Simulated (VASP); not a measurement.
All values below come from PBE GGA with D4 dispersion, VASP's PBE PAW potentials (set 64) (plane waves; VASP 6.6.1).

VASP ran on this input.

File POSCAR:
```
NaF
1.0
  0.0000000000   2.3121762943   2.3121762943
  2.3121762943   0.0000000000   2.3121762943
  2.3121762943   2.3121762943   0.0000000000
Na F
1 1
Direct
  0.0000000000   0.0000000000   0.0000000000
  0.5000000000   0.5000000000   0.5000000000
```

File KPOINTS:
```
Automatic mesh
0
Gamma
10 10 10
0 0 0
```

INCAR:
```
! general
SYSTEM=NaF
PREC  =Accurate
ENCUT =520
LREAL =.FALSE.
LASPH =.TRUE.   ! aspherical one-centre terms

! electronic loop
EDIFF =1E-7   ! SCF stop (eV)
NELM  =100   ! most electronic steps
ALGO  =Normal   ! blocked Davidson

! smearing
ISMEAR=0   ! Gaussian
SIGMA =0.05   ! width (eV)

! functional
GGA   =PE
IVDW  =13   ! D4

! ions
ISIF  =2

! output
LWAVE =.FALSE.
LCHARG=.FALSE.
```

POTCAR, in this order: Na_pv F (PBE.64 set). Program: vasp_std.

The run wrote:

### OSZICAR
```
       N       E                     dE             d eps       ncg     rms          rms(c)
DAV:   1     0.113990869532E+03    0.11399E+03   -0.82306E+03  1052   0.154E+03
DAV:   2    -0.288988974809E+01   -0.11688E+03   -0.10898E+03  1110   0.377E+02
DAV:   3    -0.938275826916E+01   -0.64929E+01   -0.64792E+01  1199   0.897E+01
DAV:   4    -0.945294595663E+01   -0.70188E-01   -0.70177E-01  1124   0.994E+00
DAV:   5    -0.945374593102E+01   -0.79997E-03   -0.79997E-03  1187   0.109E+00    0.542E+00
DAV:   6    -0.856716177943E+01    0.88658E+00   -0.38239E+00  1252   0.189E+01    0.183E+00
DAV:   7    -0.855699166276E+01    0.10170E-01   -0.29401E-02  1049   0.256E+00    0.104E+00
DAV:   8    -0.855835258942E+01   -0.13609E-02   -0.27856E-02  1049   0.421E+00    0.119E-01
DAV:   9    -0.855917903767E+01   -0.82645E-03   -0.38474E-03  1163   0.679E-01    0.850E-02
DAV:  10    -0.855910025605E+01    0.78782E-04   -0.51021E-04  1097   0.331E-01    0.115E-02
DAV:  11    -0.855909824297E+01    0.20131E-05   -0.15362E-05  1169   0.734E-02    0.317E-03
DAV:  12    -0.855909845700E+01   -0.21403E-06   -0.11744E-06  1058   0.178E-02    0.163E-03
DAV:  13    -0.855909825061E+01    0.20639E-06   -0.16744E-07  1085   0.460E-03    0.285E-04
DAV:  14    -0.855909822715E+01    0.23460E-07   -0.76790E-09   607   0.158E-03
   1 F= -.86632678E+01 E0= -.86632678E+01  d E =-.444711E-13
```

File OUTCAR:
```
------------------------ aborting loop because EDIFF is reached ----------------------------------------
  Edisp (eV):   -0.10417
  FORCE on cell =-STRESS in cart. coord.  units (eV):
  Direction    XX          YY          ZZ          XY          YZ          ZX
  --------------------------------------------------------------------------------------
  Total       0.25268     0.25268     0.25268     0.00000     0.00000     0.00000
  in kB      16.37526    16.37526    16.37526     0.00000     0.00000     0.00000
  external pressure =       16.38 kB  Pullay stress =        0.00 kB
  volume of cell :       24.72
      direct lattice vectors                 reciprocal lattice vectors
     0.000000000  2.312176294  2.312176294    -0.216246487  0.216246487  0.216246487
     2.312176294  0.000000000  2.312176294     0.216246487 -0.216246487  0.216246487
     2.312176294  2.312176294  0.000000000     0.216246487  0.216246487 -0.216246487
  FREE ENERGIE OF THE ION-ELECTRON SYSTEM (eV)
  ---------------------------------------------------
  free  energy   TOTEN  =        -8.6632678322 eV

  energy  without entropy=       -8.6632678322  energy(sigma->0) =       -8.66326783
```
(Selected blocks of OUTCAR.)

The compound is NaF in the rock salt structure. This cell is one point of a volume scan, at 0.97 of the reference volume.
